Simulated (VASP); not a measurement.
Crystal: TaMo2C3.

```xyz
12
Lattice="3.0343 0.0376 0.0084 -1.4846 2.5975 0.0073 0.0441 0.0698 15.7935" Properties=species:S:1:pos:R:3 pbc="T T T"
Ta    1.5322    2.5915    0.0207
Ta    1.5420    2.6459    7.8904
Mo    0.0124    1.8374   10.4544
Mo    0.0906    1.7671   13.2486
Mo    1.4868    0.8972    2.6326
Mo    1.5720    0.9343    5.3496
C     1.5617    1.0818   14.5128
C     0.0390    1.7934    1.2845
C     1.5179    0.9548   11.8908
C     1.6198    0.9180    9.2404
C     0.0501    1.7684    6.5575
C    -0.0086    1.7236    3.8970
```

The cell was built by a generator and needn't be a form met in nature.

- Program: VASP 6.6.1
- Task: relaxation of cell and atoms
- Functional: PBE
- Potentials or basis: VASP PAW PBE potentials, release 64 (Ta_pv, Mo_sv, C)
- Cutoff: 520 eV
- k mesh: 8 × 8 × 2
- Occupations: gaussian, width 0.15 eV
- Spin: no spin polarisation

At the start: pressure 10.1 GPa; volume 10.45 Å³/atom.

**Question.** How do energy, volume and symmetry change on relaxing?

**Answer.** Over 14 steps the energy falls by 58.0 meV/atom and the volume is 10.67 Å³/atom (+2.2 %); space group P6_3/mmc (No. 194, to 0.05 Å).

Step by step:
```csv
step,energy change (eV),largest force (eV/Å),pressure (GPa),volume (Å³)
1,0.0000,2.6510,10.12,125.36
2,0.0573,0.8894,-20.54,137.66
3,-0.5220,0.8216,-6.71,131.00
4,-0.6122,0.6041,5.28,126.19
5,-0.6713,0.3662,0.33,127.99
6,-0.6886,0.1598,0.04,128.07
7,-0.6889,0.2106,0.02,128.08
8,-0.6931,0.0873,-0.08,128.12
9,-0.6933,0.1015,-0.12,128.12
10,-0.6947,0.0492,0.15,128.00
11,-0.6949,0.0532,0.36,127.93
12,-0.6955,0.0393,-0.28,128.19
13,-0.6955,0.0390,-0.21,128.15
14,-0.6959,0.0292,-0.04,128.10
```

Final structure:
```xyz
12
Lattice="3.0426 -0.0002 -0.0003 -1.5215 2.6354 0.0002 -0.0024 0.0002 15.9755" Properties=species:S:1:pos:R:3 pbc="T T T"
Ta    3.0284    0.0165   15.9746
Ta    1.5203    2.6331    7.9885
Mo   -0.0052    1.7636   10.5873
Mo   -0.0102    1.7726   13.3763
Mo    1.5126    0.8872    2.6000
Mo    1.5135    0.8766    5.3890
C     1.5088    0.8949   14.6447
C    -0.0093    1.7699    1.3296
C     1.5138    0.8904   11.9820
C     1.5187    0.8801    9.3182
C    -0.0044    1.7543    6.6593
C    -0.0097    1.7584    3.9945
```
